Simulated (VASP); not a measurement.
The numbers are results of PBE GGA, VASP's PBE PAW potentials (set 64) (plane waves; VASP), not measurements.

Input for VASP

File KPOINTS:
```
Regular mesh
0
Gamma
14 14 14
```

**INCAR**
```
SYSTEM = HfC
PREC = Accurate
ENCUT = 620
EDIFF = 1E-6
NELM = 100
ALGO = Normal
LREAL = .FALSE.
LASPH = .TRUE.
ISMEAR = 1
SIGMA = 0.1
GGA = PE
LMAXMIX = 6
LWAVE = .FALSE.
LCHARG = .FALSE.
IBRION = 2
ISIF = 3
NSW = 40
EDIFFG = -0.02
PSTRESS = 450
```

**POSCAR**
```
HfC
1
    0.0000000000     2.2455835236     2.2455835236
    2.2455835236     0.0000000000     2.2455835236
    2.2455835236     2.2455835236     0.0000000000
Hf C
1 1
Direct
  0.0000000000   0.0000000000   0.0000000000
  0.5000000000   0.5000000000   0.5000000000
```

POTCAR, in this order: Hf_pv C (PBE.64 set). Program: vasp_std.

What VASP printed:

**OSZICAR**
```
       N       E                     dE             d eps       ncg     rms          rms(c)
DAV:   1     0.297546217054E+02    0.29755E+02   -0.87110E+03  2288   0.142E+03
DAV:   2    -0.221220620704E+02   -0.51877E+02   -0.49944E+02  3042   0.242E+02
DAV:   3    -0.238999299957E+02   -0.17779E+01   -0.17627E+01  2889   0.335E+01
DAV:   4    -0.239144843640E+02   -0.14554E-01   -0.14519E-01  2712   0.328E+00
DAV:   5    -0.239146439178E+02   -0.15955E-03   -0.15952E-03  2966   0.285E-01    0.690E+01
DAV:   6    -0.208821291581E+02    0.30325E+01   -0.18361E+01  2503   0.233E+01    0.476E+01
DAV:   7    -0.208444656420E+02    0.37664E-01   -0.47214E-01  2615   0.575E+00    0.249E+01
DAV:   8    -0.208391209081E+02    0.53447E-02   -0.23612E-02  2557   0.168E+00    0.425E+00
DAV:   9    -0.208363207506E+02    0.28002E-02   -0.14600E-02  2602   0.716E-01    0.172E+00
DAV:  10    -0.208361426471E+02    0.17810E-03   -0.73179E-04  2648   0.235E-01    0.203E-01
DAV:  11    -0.208361411582E+02    0.14889E-05   -0.88683E-05  2634   0.764E-02    0.745E-02
DAV:  12    -0.208361386708E+02    0.24874E-05   -0.39835E-06  2602   0.191E-02    0.442E-02
DAV:  13    -0.208361381917E+02    0.47914E-06   -0.31548E-07  1282   0.579E-03
   1 F= -.14475224E+02 E0= -.14475161E+02  d E =-.144752E+02
       N       E                     dE             d eps       ncg     rms          rms(c)
DAV:   1    -0.204769907102E+02    0.35915E+00   -0.28243E+01  2288   0.550E+01    0.223E+01
DAV:   2    -0.198055873007E+02    0.67140E+00   -0.85066E-01  2336   0.102E+01    0.122E+01
DAV:   3    -0.195404738896E+02    0.26511E+00   -0.76340E-01  2360   0.878E+00    0.650E+00
DAV:   4    -0.195432316108E+02   -0.27577E-02   -0.13027E-02  2713   0.124E+00    0.865E+00
DAV:   5    -0.195396936791E+02    0.35379E-02   -0.68633E-03  2693   0.657E-01    0.316E-01
DAV:   6    -0.195396191508E+02    0.74528E-04   -0.29072E-04  2568   0.157E-01    0.223E-01
DAV:   7    -0.195396273452E+02   -0.81944E-05   -0.12587E-05  2612   0.384E-02    0.275E-01
DAV:   8    -0.195396202517E+02    0.70935E-05   -0.11260E-04  2530   0.880E-02    0.297E-02
DAV:   9    -0.195396202683E+02   -0.16590E-07   -0.39386E-06  2269   0.223E-02
   2 F= -.14106341E+02 E0= -.14106253E+02  d E =0.368883E+00
       N       E                     dE             d eps       ncg     rms          rms(c)
DAV:   1    -0.211602816945E+02   -0.16207E+01   -0.15779E+01  2291   0.412E+01    0.171E+01
DAV:   2    -0.207940443372E+02    0.36624E+00   -0.53755E-01  2300   0.785E+00    0.945E+00
DAV:   3    -0.206445776150E+02    0.14947E+00   -0.45719E-01  2327   0.640E+00    0.480E+00
DAV:   4    -0.206455388732E+02   -0.96126E-03   -0.74590E-03  2757   0.939E-01    0.610E+00
DAV:   5    -0.206440235533E+02    0.15153E-02   -0.29703E-03  2688   0.479E-01    0.871E-01
DAV:   6    -0.206438417259E+02    0.18183E-03   -0.38135E-04  2728   0.146E-01    0.267E-01
DAV:   7    -0.206438610549E+02   -0.19329E-04   -0.16469E-05  2602   0.380E-02    0.281E-01
DAV:   8    -0.206438078607E+02    0.53194E-04   -0.22366E-04  2530   0.104E-01    0.385E-02
DAV:   9    -0.206438079281E+02   -0.67433E-07   -0.60062E-06  2530   0.272E-02
   3 F= -.14517459E+02 E0= -.14517400E+02  d E =-.422357E-01
       N       E                     dE             d eps       ncg     rms          rms(c)
DAV:   1    -0.206336905478E+02    0.10117E-01   -0.32074E-03  2297   0.576E-01    0.219E-01
DAV:   2    -0.206336132558E+02    0.77292E-04   -0.10431E-04  2312   0.109E-01    0.119E-01
DAV:   3    -0.206335836506E+02    0.29605E-04   -0.92543E-05  2327   0.919E-02    0.665E-02
DAV:   4    -0.206335835944E+02    0.56207E-07   -0.14627E-06  2284   0.133E-02
   4 F= -.14517556E+02 E0= -.14517497E+02  d E =-.423329E-01
```

File OUTCAR:
```
------------------------ aborting loop because EDIFF is reached ----------------------------------------
  FORCE on cell =-STRESS in cart. coord.  units (eV):
  Direction    XX          YY          ZZ          XY          YZ          ZX
  --------------------------------------------------------------------------------------
  Total        6.1092810      6.1092810      6.1092810      0.0000000     -0.0000000      0.0000000
  in kB      449.5036393    449.5036393    449.5036393      0.0000000     -0.0000000      0.0000000
  external PRESSURE =      -0.4963607 kB  Pullay stress =     450.0000000 kB
  volume of cell :       21.78
      direct lattice vectors                 reciprocal lattice vectors
     0.000000000  2.216388178  2.216388178    -0.225592252  0.225592252  0.225592252
     2.216388178  0.000000000  2.216388178     0.225592252 -0.225592252  0.225592252
     2.216388178  2.216388178  0.000000000     0.225592252  0.225592252 -0.225592252
 POSITION                                       TOTAL-FORCE (eV/Angst)
 -----------------------------------------------------------------------------------
      2.21639      2.21639      0.00000         0.000000     -0.000000      0.000000
      2.21639      2.21639      2.21639        -0.000000      0.000000     -0.000000
 -----------------------------------------------------------------------------------
    total drift:                                0.000000      0.000000      0.000000
  FREE ENERGIE OF THE ION-ELECTRON SYSTEM (eV)
  ---------------------------------------------------
  free  energy   TOTEN  =       -20.6335835944 eV

  energy  without entropy=      -20.6334063112  energy(sigma->0) =      -20.63352450
  enthalpy is  TOTEN    =       -14.5175564843 eV   P V=        6.1160271101

 reached required accuracy - stopping structural energy minimisation
```
(Selected blocks of OUTCAR.)

File CONTCAR:
```
HfC
   1.00000000000000
     0.0000000000000000    2.2163881775555421    2.2163881775555421
     2.2163881775555421    0.0000000000000000    2.2163881775555421
     2.2163881775555421    2.2163881775555421    0.0000000000000000
  Hf              C
     1     1
Direct
     0.0000000000000000    0.0000000000000000    1.0000000000000000
     0.5000000000000000    0.5000000000000000    0.5000000000000000
```

Energy and stress use the plane-wave basis of the starting cell.

The compound is HfC in the rock salt structure. This run relaxes it under an external pressure of 45 GPa. Symmetry was kept, so distortions that lower it aren't found.
